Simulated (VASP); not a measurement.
```
WSi2
1.0
   -1.58486     1.58486     3.84642
    1.58486    -1.58486     3.84642
    1.58486     1.58486    -3.84642
Si W
2 1
Direct
  0.33499   0.33499   0.00000
  0.66501   0.66501   0.00000
  0.00000   0.00000   0.00000
```

Level of theory: PBE GGA, VASP's PBE PAW potentials (set 64) (plane waves; VASP 6.6.1). Run with 300 eV cut-off, 10×10×10 Γ-centred mesh, Fermi-Dirac smearing of 0.10 eV, potentials Si W_sv.

At this cut-off the stress carries a Pulay error, which pulls relaxed volumes low.

Q: Which forces act on the atoms, in eV/Å?

A: 
| atom | Fx | Fy | Fz |
|---|---|---|---|
| Si1 | 0.000 | 0.000 | -0.246 |
| Si2 | 0.000 | 0.000 | 0.246 |
| W3 | 0.000 | 0.000 | 0.000 |

Q: Give the stress tensor in GPa (positive for a compressed cell).

A: 
```
13.49   0.00   0.00
 0.00  13.49   0.00
 0.00   0.00  17.33
```
The pressure is its mean diagonal, 14.77 GPa.

The structure comes from a computed database's Si2W entry; how it stands against other phases isn't given here. The cell was not relaxed at this level.
